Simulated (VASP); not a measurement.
All values below come from r2SCAN meta-GGA, VASP's PBE PAW potentials (set 64) (plane waves; VASP 6.6.1).

The input files of a VASP run:

File POSCAR:
```
CuI
1.0
  0.0000000000   3.0046451837   3.0046451837
  3.0046451837   0.0000000000   3.0046451837
  3.0046451837   3.0046451837   0.0000000000
Cu I
1 1
Cart
  0.0000000000   0.0000000000   0.0000000000
  1.5023225919   1.5023225919   1.5023225919
```

### KPOINTS
```
K-points
0
Gamma
  8 8 8
0 0 0
```

### INCAR
```
# general
SYSTEM   =  CuI
PREC     =  Accurate
ENCUT    =  480
LREAL    =  .False.
LASPH    =  .True.

# electronic loop
EDIFF    =  1E-7
NELM     =  100
ALGO     =  Normal
LMAXMIX  =  4
LMIXTAU  =  .True.

# smearing
ISMEAR   =  0
SIGMA    =  0.05

# functional
METAGGA  =  R2SCAN

# ions
IBRION   =  2
NSW      =  40
ISIF     =  3
EDIFFG   =  -0.01
PSTRESS  =  10

# output
LWAVE    =  .False.
LCHARG   =  .False.
```

POTCAR, in this order: Cu I (PBE.64 set). Program: vasp_std.

Output of the run:

File OSZICAR:
```
       N       E                     dE             d eps       ncg     rms          rms(c)
DAV:   1     0.734913936349E+02    0.73491E+02   -0.77862E+03   754   0.143E+03
DAV:   2    -0.317537845883E+02   -0.10525E+03   -0.98655E+02   764   0.265E+02
DAV:   3    -0.388665245045E+02   -0.71127E+01   -0.69952E+01  1017   0.825E+01
DAV:   4    -0.390846621729E+02   -0.21814E+00   -0.21803E+00   879   0.130E+01
DAV:   5    -0.390930084931E+02   -0.83463E-02   -0.83462E-02  1079   0.260E+00    0.603E+00
DAV:   6    -0.360947768126E+02    0.29982E+01   -0.87403E+00   759   0.826E+01    0.490E+00
DAV:   7    -0.357977201140E+02    0.29706E+00   -0.15622E+00   849   0.478E+01    0.244E+00
DAV:   8    -0.358126574270E+02   -0.14937E-01   -0.58938E-01   867   0.220E+01    0.142E+00
DAV:   9    -0.357315956172E+02    0.81062E-01   -0.20565E-01   956   0.123E+01    0.218E-01
DAV:  10    -0.357937075350E+02   -0.62112E-01   -0.26781E-02   764   0.178E+00    0.106E-01
DAV:  11    -0.357938554208E+02   -0.14789E-03   -0.54482E-04   954   0.253E-01    0.684E-02
DAV:  12    -0.357934567424E+02    0.39868E-03   -0.10847E-03   899   0.104E+00    0.909E-02
DAV:  13    -0.357939686098E+02   -0.51187E-03   -0.11042E-03   894   0.103E+00    0.147E-02
DAV:  14    -0.357939617412E+02    0.68686E-05   -0.35054E-05   779   0.597E-02    0.971E-03
DAV:  15    -0.357939810532E+02   -0.19312E-04   -0.20045E-05   904   0.992E-02    0.325E-03
DAV:  16    -0.357939805704E+02    0.48284E-06   -0.12424E-06   977   0.119E-02    0.137E-03
DAV:  17    -0.357939818157E+02   -0.12453E-05   -0.14134E-06   779   0.166E-02    0.142E-03
DAV:  18    -0.357939818678E+02   -0.52096E-07   -0.14271E-07   547   0.578E-03
   1 F= -.35455372E+02 E0= -.35455372E+02  d E =-.354554E+02
       N       E                     dE             d eps       ncg     rms          rms(c)
DAV:   1    -0.358978890018E+02   -0.10391E+00   -0.18128E+00   754   0.340E+01    0.268E+00
DAV:   2    -0.358324039603E+02    0.65485E-01   -0.11901E+00   754   0.335E+01    0.109E+00
DAV:   3    -0.357924553295E+02    0.39949E-01   -0.22096E-01   759   0.173E+01    0.408E-01
DAV:   4    -0.357893553831E+02    0.30999E-02   -0.14793E-02   921   0.933E-01    0.182E-01
DAV:   5    -0.357891450867E+02    0.21030E-03   -0.25159E-03  1006   0.132E+00    0.111E-01
DAV:   6    -0.357893577424E+02   -0.21266E-03   -0.63052E-04  1018   0.428E-01    0.442E-02
DAV:   7    -0.357893293434E+02    0.28399E-04   -0.23062E-04   844   0.254E-01    0.179E-02
DAV:   8    -0.357893402987E+02   -0.10955E-04   -0.12078E-04   764   0.112E-01    0.109E-02
DAV:   9    -0.357893780478E+02   -0.37749E-04   -0.44389E-05   891   0.141E-01    0.363E-03
DAV:  10    -0.357893780612E+02   -0.13347E-07   -0.33718E-06   899   0.149E-02    0.634E-03
DAV:  11    -0.357893773894E+02    0.67173E-06   -0.93183E-08   592   0.450E-03    0.828E-03
DAV:  12    -0.357893768469E+02    0.54257E-06   -0.28304E-07   819   0.176E-02    0.128E-03
DAV:  13    -0.357893781022E+02   -0.12554E-05   -0.21928E-07   641   0.758E-03    0.118E-03
DAV:  14    -0.357893780021E+02    0.10015E-06   -0.16304E-08   402   0.180E-03    0.112E-03
DAV:  15    -0.357893780186E+02   -0.16536E-07   -0.65965E-09   397   0.220E-03
   2 F= -.35457480E+02 E0= -.35457480E+02  d E =-.210721E-02
       N       E                     dE             d eps       ncg     rms          rms(c)
DAV:   1    -0.357940955515E+02   -0.47175E-02   -0.59895E-02   754   0.629E+00    0.460E-01
DAV:   2    -0.357918123754E+02    0.22832E-02   -0.32673E-02   759   0.598E+00    0.167E-01
DAV:   3    -0.357908347384E+02    0.97764E-03   -0.59820E-03   754   0.264E+00    0.810E-02
DAV:   4    -0.357906991761E+02    0.13556E-03   -0.37941E-04   945   0.245E-01    0.258E-02
DAV:   5    -0.357906851136E+02    0.14062E-04   -0.43297E-05   978   0.907E-02    0.156E-02
DAV:   6    -0.357906841478E+02    0.96586E-06   -0.33640E-05   762   0.914E-02    0.273E-03
DAV:   7    -0.357906882629E+02   -0.41151E-05   -0.13441E-05   754   0.534E-02    0.252E-03
DAV:   8    -0.357906906384E+02   -0.23756E-05   -0.17370E-06   784   0.140E-02    0.152E-03
DAV:   9    -0.357906911135E+02   -0.47504E-06   -0.30471E-07   921   0.131E-02    0.871E-04
DAV:  10    -0.357906912059E+02   -0.92466E-07   -0.26596E-08   402   0.299E-03
   3 F= -.35457588E+02 E0= -.35457588E+02  d E =-.221562E-02
```

File OUTCAR:
```
------------------------ aborting loop because EDIFF is reached ----------------------------------------
  FORCE on cell =-STRESS in cart. coord.  units (eV):
  Direction    XX          YY          ZZ          XY          YZ          ZX
  --------------------------------------------------------------------------------------
  Total        0.3294054      0.3294054      0.3294054      0.0000000     -0.0000000     -0.0000000
  in kB        9.8889930      9.8889930      9.8889930      0.0000000     -0.0000000     -0.0000000
  external PRESSURE =      -0.1110070 kB  Pullay stress =      10.0000000 kB
  volume of cell :       53.37
      direct lattice vectors                 reciprocal lattice vectors
    -0.000000000  2.988269466  2.988269466    -0.167320921  0.167320921  0.167320921
     2.988269466  0.000000000  2.988269466     0.167320921 -0.167320921  0.167320921
     2.988269466  2.988269466  0.000000000     0.167320921  0.167320921 -0.167320921
  FREE ENERGIE OF THE ION-ELECTRON SYSTEM (eV)
  ---------------------------------------------------
  free  energy   TOTEN  =       -35.7906912059 eV

  energy  without entropy=      -35.7906912059  energy(sigma->0) =      -35.79069121
  enthalpy is  TOTEN    =       -35.4575880978 eV   P V=        0.3331031082

 reached required accuracy - stopping structural energy minimisation
```
(Selected blocks of OUTCAR.)

### CONTCAR
```
CuI
   1.00000000000000
    -0.0000000000000000    2.9882694662915399    2.9882694662915399
     2.9882694662915399    0.0000000000000000    2.9882694662915399
     2.9882694662915399    2.9882694662915399    0.0000000000000000
  Cu              I
     1     1
Direct
     0.0000000000000000    0.0000000000000000    0.0000000000000000
     0.2500000000000000    0.2500000000000000    0.2500000000000000
```

The compound is CuI in the zinc blende structure. This run relaxes it under an external pressure of 1 GPa. Symmetry was kept, so distortions that lower it aren't found.
